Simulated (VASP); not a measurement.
An input for Ansatz (written as the equivalent of a VASP run, and not itself run):

Ansatz 0.2 input:
```yaml
crystal:
  lattice:
    - [4.3010000, 0.0000000, 0.0000000]
    - [0.0000000, 5.3500000, 0.0000000]
    - [0.0000000, 0.0000000, 4.5260000]
  atoms:
    - { symbol: Sb, position: [0.0000000, 0.0000000, 0.6700000] }
    - { symbol: Sb, position: [0.5000000, 0.5000000, 0.3300000] }
    - { symbol: Ni, position: [0.0000000, 0.2500000, 0.1670000], spin: 2, spin_axis: [0, 0, 1] }
    - { symbol: Ni, position: [0.0000000, 0.7500000, 0.1670000], spin: 2, spin_axis: [0, 0, 1] }
    - { symbol: Ni, position: [0.5000000, 0.7500000, 0.8330000], spin: 2, spin_axis: [0, 0, 1] }
    - { symbol: Ni, position: [0.5000000, 0.2500000, 0.8330000], spin: 2, spin_axis: [0, 0, 1] }
    - { symbol: Ni, position: [0.5000000, 0.0000000, 0.3300000], spin: 2, spin_axis: [0, 0, 1] }
    - { symbol: Ni, position: [0.0000000, 0.5000000, 0.6700000], spin: 2, spin_axis: [0, 0, 1] }
kpoints:
  mp_grid: { grid: [3, 3, 3] }
hamiltonian:
  xc: lda
  pseudopotentials: { kind: paw }
magnetization: { noncollinear: true, spin_orbit: true }
scf:
  occupations: { method: fermi_dirac, width: 0.1 }
  max_iter: 100
output: { forces: true, stress: true, eigenvalues: true }
```

**Question.** Translate this input to VASP (INCAR, KPOINTS, POSCAR, choice of POTCAR).

**Answer.** This is not unique; one that fits is 
**INCAR**
```
LORBIT  =  11   # lm-projected
GGA_COMPAT  =  F
ISMEAR  =  -1   # Fermi-Dirac
LWAVE  =  F
LREAL  =  F
ENCUT  =  300   # plane-wave cut-off (eV)
LNONCOLLINEAR  =  T
MAGMOM  =  0.0 0.0 0.0 0.0 0.0 0.0 0.0 0.0 2.0 0.0 0.0 2.0 0.0 0.0 2.0 0.0 0.0 2.0 0.0 0.0 2.0 0.0 0.0 2.0
LCHARG  =  F
PREC  =  Accurate
ISIF  =  2
ALGO  =  Normal   # blocked Davidson
SIGMA  =  0.1   # width (eV)
NELM  =  100   # most electronic steps
LASPH  =  T   # aspherical one-centre terms
LMAXMIX  =  4   # l cut-off of mixed one-centre charges
LSORBIT  =  T
EDIFF  =  1E-6
SYSTEM  =  Ni3Sb
```

File POSCAR:
```
Ni3Sb
5.350
  0.8039252336   0.0000000000   0.0000000000
  0.0000000000   1.0000000000   0.0000000000
  0.0000000000   0.0000000000   0.8459813084
Sb Ni
2 6
Cartesian
  0.0000000000   0.0000000000   0.5668074766
  0.4019626168   0.5000000000   0.2791738318
  0.0000000000   0.2500000000   0.1412788785
  0.0000000000   0.7500000000   0.1412788785
  0.4019626168   0.7500000000   0.7047024299
  0.4019626168   0.2500000000   0.7047024299
  0.4019626168   0.0000000000   0.2791738318
  0.0000000000   0.5000000000   0.5668074766
```

### KPOINTS
```
K-points
0
G
 3 3 3
0 0 0
```

POTCAR, in this order: Sb Ni (LDA.64 set). Program: vasp_ncl.

What does not carry over: each code has its own PAW files, so the cut-off isn't converted (ENCUT is set for VASP's; basis.ecutwfc is left out, and Ansatz then takes the one that its files recommend); Ansatz stops its SCF on the density residual and VASP on the energy change (EDIFF); Ansatz's lda is the Perdew-Wang form, while the LDA potentials of VASP carry Perdew-Zunger's.

The structure comes from a measured Ni3Sb entry of the Crystallography Open Database, whose conditions weren't checked. The cell was not relaxed at this level. The k-mesh is coarse (spacing up to 0.49 per Å, 2π included), so the numbers may not be converged in it. The run is one of a series of settings (GGA_COMPAT = .FALSE., ISPIN removed, LNONCOLLINEAR = .TRUE., LSORBIT = .TRUE., MAGMOM = 0.0 0.0 0.0 0.0 0.0 0.0 0.0 0.0 2.0 0.0 0.0 2.0 0.0 0.0 2.0 0.0 0.0 2.0 0.0 0.0 2.0 0.0 0.0 2.0, program vasp_ncl against the base run), some of them coarse on purpose.
